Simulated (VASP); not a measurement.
Energy against volume of MoSi2 (MoSi2 type). Method: optB88-vdW, VASP's PBE PAW potentials (set 64) (plane waves; VASP). Run with 520 eV cut-off, 13×13×13 Γ-centred mesh, first-order Methfessel-Paxton smearing of 0.10 eV, potentials Si Mo_sv.

Shape and ions are relaxed at each volume.

```
V (Å³/atom)  E (eV/atom)
-----------  -----------
12.949          -5.67165
13.363          -5.69695
13.776          -5.70464
14.189          -5.69744
```

Task: Fit these four points and predict the energy of the run at 14.603 Å³/atom.

Result: A cubic in V^(−2/3), the third-order Birch-Murnaghan form, passes through the four points with V0 = 13.77 Å³/atom and B0 = 193 GPa, and gives -5.6775 eV/atom there. The run gave -5.6777 eV/atom, -0.1 meV/atom from the fit; all five points give B0 = 192 GPa.

The compound is MoSi2 in the MoSi2 type structure. It was relaxed first.
